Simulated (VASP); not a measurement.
**Ir: transverse stress against strain**

Ir (fcc, Fm-3m, 13.924 Å³/atom and stress up to 0.14 GPa in the relaxed cell, cube axes along x, y and z) under a strain ε along a cube axis (axis z), the other axes held. LDA in VASP (plane waves, PAW), 480 eV, 20×20×20 Γ-centred mesh, Methfessel-Paxton smearing 0.10 eV. Stress is positive for a compressed cell.

Here s stands for strain and y for stress xx.

| strain (%) | stress xx (GPa) |
|---|---|
| -3.00 | ? |
| -1.50 | 4.16 |
| -1.00 | 2.67 |
| -0.50 | 1.24 |
| 0.00 | -0.14 |
| 0.50 | -1.46 |
| 1.00 | -2.73 |
| 1.50 | -3.96 |

### Question
Using a straight line, estimate the missing y at s = -3.00 from the other rows, showing the fit.

### Answer
Means: s 0, y -0.031. About the means, the sum of products is -18.930 and the sum of squares of s is 7.0000; the slope is their ratio. Least squares gives y = -0.031 - 2.7043·s. Residuals (row less fit): 0.135, -0.003, -0.081, -0.109, -0.077, 0.005, 0.127; standard error 0.108 (degrees of freedom: 5). The slope gives the elastic constant C12 = about 270 GPa. At the withheld row, y = -0.031 - 2.7043 × (-3.0) = 8.082 GPa. The calculation gives 9.08 GPa, 0.998 GPa above the prediction (7.7 % of the range of y in the table). The row lies outside the fitted rows, so this is an extrapolation. From the scatter of the fitted rows alone, a prediction at this place has a standard error of 0.169 GPa, so the miss is 5.9 times that.

A polynomial of degree 2 through the 12 other runs of the series gives 8.99 there, so most of the miss is curvature that the fit leaves out. In a metal these values are sensitive to mesh and smearing; energies are taken to zero smearing, stresses follow the free energy. The runs aren't spin-polarised. Spin-orbit coupling is left out, which can shift these values for the heavy elements here. Rows are the converged runs of the series near zero and its far end; series whose fitted rows scatter by over a few per cent of the range, as at a crossing or softening among them, aren't shown in this form, nor equations of state whose B0' disagrees with the runs' pressures. Most that stay on the fit to the last digits aren't either.
